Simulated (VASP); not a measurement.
Computed with PBE GGA with D3 dispersion (Becke-Johnson damping), VASP's PBE PAW potentials (set 64) (plane waves; VASP).

Input for VASP

POSCAR:
```
MoSi2
1.0
 -1.5731944506   1.5731944506   3.8589571173
  1.5731944506  -1.5731944506   3.8589571173
  1.5731944506   1.5731944506  -3.8589571173
Si Mo
2 1
Cartesian
  1.5731944506   1.5731944506   1.2773258208
 -0.0000000000   0.0000000000   2.5816312965
  1.5731944506   1.5731944506   3.8589571173
```

INCAR:
```
# general
SYSTEM  = MoSi2
PREC    = Accurate
ENCUT   = 520
LREAL   = .FALSE.
LASPH   = .TRUE.

# electronic loop
EDIFF   = 1E-7
NELM    = 100
ALGO    = Normal
LMAXMIX = 4

# smearing
ISMEAR  = 1
SIGMA   = 0.1

# functional
GGA     = PE
IVDW    = 12

# ions
IBRION  = 2
NSW     = 30
ISIF    = 4
EDIFFG  = -0.01

# output
LWAVE   = .FALSE.
LCHARG  = .FALSE.
```

KPOINTS:
```
Automatic mesh
0
Gamma
13 13 13
0 0 0
```

POTCAR, in this order: Si Mo_sv (PBE.64 set). Program: vasp_std.

### Question
What will the output report for the number of irreducible k-points (NKPTS), largest plane-wave count, number of space-group operations, FFT grid (NGX, NGY, NGZ)?

### Answer

```yaml
number of irreducible k-points (NKPTS): 196
largest_plane_wave_count: 1047
number_of_space_group_operations: 16
FFT grid (NGX, NGY, NGZ): 36 × 36 × 36
```

The compound is MoSi2 in the MoSi2 type structure. This cell is one point of a volume scan, at 0.97 of the reference volume. Symmetry was kept, so distortions that lower it aren't found.
